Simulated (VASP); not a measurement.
Data:

```yaml
crystal:
  lattice:
    - [2.13456, -3.69717, 0.00000]
    - [2.13456, 3.69717, 0.00000]
    - [0.00000, 0.00000, 6.91141]
  atoms:
    - { symbol: Cd, position: [0.00000, 0.00000, 0.00000] }
    - { symbol: I, position: [0.33333, 0.66667, 0.25070] }
    - { symbol: I, position: [0.66667, 0.33333, 0.74930] }
```

Method: rev-vdW-DF2, VASP's PBE PAW potentials (set 64) (plane waves; VASP). Numerical set-up: 520 eV cut-off, Gaussian smearing of 0.050 eV, potentials Cd I.

Unless said otherwise, spin-orbit coupling is left out, though it shifts the bands of the heavy elements here.

### Question
Give the energies of bands 8 to 16 at the high-symmetry points, in eV from the valence-band maximum.

### Answer

| band | Γ | M | K | A | L | H |
|---|---|---|---|---|---|---|
| 8 | -3.70 | -3.76 | -3.74 | -2.97 | -3.87 | -3.59 |
| 9 | -0.27 | -2.66 | -2.09 | -1.58 | -3.10 | -2.58 |
| 10 | -0.27 | -1.94 | -2.09 | -0.40 | -1.24 | -2.58 |
| 11 | -0.15 | -1.45 | -1.86 | -0.40 | -1.17 | -2.23 |
| 12 | -0.15 | -0.71 | -1.08 | 0.00 | -0.50 | -0.26 |
| 13 | -0.12 | -0.12 | -1.08 | 0.00 | -0.45 | -0.26 |
| 14 | 2.26 | 2.54 | 2.53 | 3.42 | 2.24 | 3.29 |
| 15 | 4.43 | 4.93 | 6.91 | 4.44 | 4.84 | 5.44 |
| 16 | 6.29 | 5.86 | 6.91 | 6.09 | 5.77 | 5.44 |

The gap is indirect, 2.24 eV, from the valence maximum at A to the conduction minimum at L-M at 0.22.

The compound is CdI2 in the 1T layered structure. It was relaxed first.
